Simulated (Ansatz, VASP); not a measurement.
# Cross-check of C3N4 between VASP and Ansatz, part 3 of 3

Wanted: the spread between two codes on one cell, functional and k mesh. The structure shown is the end of the VASP relaxation below.

VASP 6.6.1 and Ansatz 0.2.0.

So far: The starting structure; VASP: relaxation, r2SCAN; Ansatz: single point, r2SCAN; Comparison; Other set-ups; VASP: band structure, r2SCAN.

## Step 7: Ansatz: band structure, r2SCAN

Level of this step: Ansatz beside VASP: Kohn-Sham DFT, plane waves, r2SCAN (Ansatz).

The same cell, functional, mesh and smearing now go to Ansatz, which takes its cutoff from its data sets.

input.yaml

```yaml
crystal:
  lattice:
    - [4.784433828, 0.0, 0.0]
    - [-2.392216914, 4.143441238, 0.0]
    - [0.0, 0.0, 18.5800174523]
  atoms:
    - { symbol: "N", position: [0.5038153429, 0.4961846571, 0.5891778497] }
    - { symbol: "N", position: [0.5038153429, 0.0076306857, 0.5891778497] }
    - { symbol: "N", position: [0.9923693143, 0.4961846571, 0.5891778497] }
    - { symbol: "N", position: [0.0, 0.0, 0.5890457358] }
    - { symbol: "N", position: [0.8371140734, 0.1628859266, 0.4112451602] }
    - { symbol: "N", position: [0.8371140734, 0.6742281479, 0.4112451602] }
    - { symbol: "N", position: [0.3257718521, 0.1628859266, 0.4112451602] }
    - { symbol: "N", position: [0.333333333, 0.666666667, 0.4109228804] }
    - { symbol: C, position: [0.3538349123, 0.1769174556, 0.589154921] }
    - { symbol: C, position: [0.8230825444, 0.1769174556, 0.589154921] }
    - { symbol: C, position: [0.8230825444, 0.6461650877, 0.589154921] }
    - { symbol: C, position: [0.6865935062, 0.8432967531, 0.4112498407] }
    - { symbol: C, position: [0.1567032469, 0.8432967531, 0.4112498407] }
    - { symbol: C, position: [0.1567032469, 0.3134064938, 0.4112498407] }
hamiltonian:
  xc: r2scan
  pseudopotentials: { kind: paw }
kpoints:
  mp_grid: { grid: [6, 6, 1] }
  band_path:
    path:
      - [0.0, 0.0, 0.0]
      - [0.03846, 0.0, 0.0]
      - [0.07692, 0.0, 0.0]
      - [0.15385, 0.0, 0.0]
      - [0.19231, 0.0, 0.0]
      - [0.26923, 0.0, 0.0]
      - [0.30769, 0.0, 0.0]
      - [0.34615, 0.0, 0.0]
      - [0.42308, 0.0, 0.0]
      - [0.46154, 0.0, 0.0]
      - [0.5, 0.0, 0.0]
      - [0.48718, 0.02564, 0.0]
      - [0.47436, 0.05128, 0.0]
      - [0.44872, 0.10256, 0.0]
      - [0.4359, 0.12821, 0.0]
      - [0.41026, 0.17949, 0.0]
      - [0.39744, 0.20513, 0.0]
      - [0.37179, 0.25641, 0.0]
      - [0.35897, 0.28205, 0.0]
      - [0.34615, 0.30769, 0.0]
      - [0.33333, 0.33333, 0.0]
      - [0.30769, 0.30769, 0.0]
      - [0.25641, 0.25641, 0.0]
      - [0.23077, 0.23077, 0.0]
      - [0.20513, 0.20513, 0.0]
      - [0.15385, 0.15385, 0.0]
      - [0.12821, 0.12821, 0.0]
      - [0.07692, 0.07692, 0.0]
      - [0.05128, 0.05128, 0.0]
      - [0.0, 0.0, 0.0]
    npoints: 1
scf:
  occupations: { method: gaussian, width: 0.05 }
  n_extra_bands: 13
efield:
  axis: 3
  dipole_correction: true
  ramp_width: 0.04
output:
  forces: true
  eigenvalues: true
  write_density: true
  write_potential: true
  elf: true
  volumetric_format: npy
```

Started as:

```
> ansatz run input.yaml --threads 4 --pin off --max-ram 9216MiB --backend cpu --events-out ev --progress --plain --runs-dir out
```

Numbers of over 12 decimals in the logs are rounded to 6 here.

Output:

```text
[...]
Crystal: 14 atoms, lattice volume = 368.331 Å³
Basis set: ecut = 500 eV, 9325 PW (Γ), exchange–correlation on 144×144×576 points (64 copies of the dense FFT grid, shifted against one another)
Bands: 45, of which v1, the nominal top of the filled ones, is band 32 counted from 1 (31 counted from 0)
Symmetry: 6 space group operations
[...]
k-point 1: bands = [... 28 lower, -1.7534, -1.7344, -1.3069, -1.2863, 0.9510, 1.2355, 1.2755, 1.5586, ... 9 higher]
  k-point 2: bands = [... 28 lower, -3.1277, -3.1105, -1.5377, -1.5181, 1.3527, 1.6207, 2.4104, 2.6322, ... 9 higher]
  k-point 6: bands = [... 28 lower, -2.7996, -2.7771, -2.2971, -2.2814, 1.2723, 1.3306, 3.9593, 3.9741, ... 9 higher]
[key lines of the parts left out:]
SCF converged after 8 iterations
Free energy (F): -4583.378538 eV
Fermi energy:    -0.202623 eV
Dipole field:    D = -0.001467 V/Å  (p = -0.002986 e·Å, saw-weighted, corrected)
Work function:   Φ+ = 3.8978 eV   Φ− = 3.8706 eV
```

Elapsed: 20 s, on 4 threads of Arm Neoverse V2, shared host; peak memory 1.5 GiB.

## Step 8: Comparison

Compared:

```csv
quantity,Ansatz,VASP,difference
gap over the path points (eV),1.942,1.908,+0.034
```

Levels at points of the path, from each program's valence-band top (eV; 4 filled, then empty):

```csv
k (reciprocal lattice),Ansatz,VASP
0.000 0.000 0.000,-0.02 -0.02 0.00 0.00 1.94 1.94 2.21,-0.02 -0.02 0.00 0.00 1.91 1.91 2.18
0.038 0.000 0.000,-0.05 -0.03 -0.03 -0.01 1.95 1.97 2.22,-0.06 -0.03 -0.03 -0.01 1.92 1.94 2.19
0.077 0.000 0.000,-0.14 -0.12 -0.05 -0.03 1.98 2.06 2.26,-0.15 -0.13 -0.05 -0.03 1.95 2.02 2.22
0.154 0.000 0.000,-0.50 -0.48 -0.12 -0.10 2.10 2.38 2.38,-0.50 -0.48 -0.12 -0.10 2.07 2.35 2.35
0.192 0.000 0.000,-0.75 -0.73 -0.17 -0.15 2.18 2.47 2.60,-0.76 -0.74 -0.17 -0.15 2.15 2.43 2.58
0.269 0.000 0.000,-1.37 -1.35 -0.28 -0.26 2.37 2.65 3.13,-1.38 -1.36 -0.28 -0.26 2.34 2.62 3.10
0.308 0.000 0.000,-1.72 -1.70 -0.33 -0.31 2.46 2.74 3.41,-1.73 -1.71 -0.33 -0.31 2.44 2.71 3.38
0.346 0.000 0.000,-2.06 -2.03 -0.38 -0.36 2.56 2.82 3.67,-2.08 -2.05 -0.38 -0.36 2.53 2.79 3.65
0.423 0.000 0.000,-2.22 -2.03 -0.45 -0.43 2.70 2.94 4.10,-2.25 -2.05 -0.46 -0.44 2.67 2.91 4.08
0.462 0.000 0.000,-2.22 -2.02 -0.47 -0.46 2.74 2.97 4.22,-2.25 -2.05 -0.48 -0.46 2.71 2.95 4.20
```

At this near-relaxed geometry the largest component of a force difference is 201 meV/Å. Among the levels compared at these points, filled levels agree within 25 meV and empty ones within 34 meV.

## Step 9: Further runs

Further runs change the set-up of one program: Ansatz's method, potentials or start, or VASP's data sets, cutoff or form of LDA. The table gives Ansatz less VASP for each quantity, since a change that brings one quantity closer may part another.

```csv
run,r.m.s. force difference (meV/Å),gap over the path points (eV)
as above,98,0.034
cores kept as stored,104,0.034
Ansatz's larger PAW set (cutoff 900 eV),94,0.034
norm-conserving potentials (cutoff 1252 eV),109,-0.016
```

## Step 10: What came out

| Quantity | Value |
| --- | --- |
| r.m.s. force difference (single point, r2SCAN) | 98 meV/Å |
| r.m.s. force difference (band structure, r2SCAN) | 98 meV/Å |

**Reading.** The r.m.s. force difference is 98 meV/Å (band structure, r2SCAN), beyond the 12 meV/Å picked in this series as the mark of a large difference. Single point, r2SCAN, norm-conserving potentials (cutoff 1252 eV): the difference in gap on the k mesh goes from 0.034 to -0.017 eV. Band structure, r2SCAN, norm-conserving potentials (cutoff 1252 eV): the difference in gap over the path points goes from 0.034 to -0.016 eV. How closely two codes agree says nothing of how well the functional describes the real material.

[Lines on the potential files, build, host, timing and source positions are cut from VASP's logs without a mark.]

[Logs are printed without paths, hosts, clocks, repeated set-up lines and the standing remarks that a program may print on its own settings, such as how far it seeks lower states.]

[Hosts, paths, dates, database ids (printed as entryN), source tags and the programs' standing remarks are cut or masked in the printed files.]
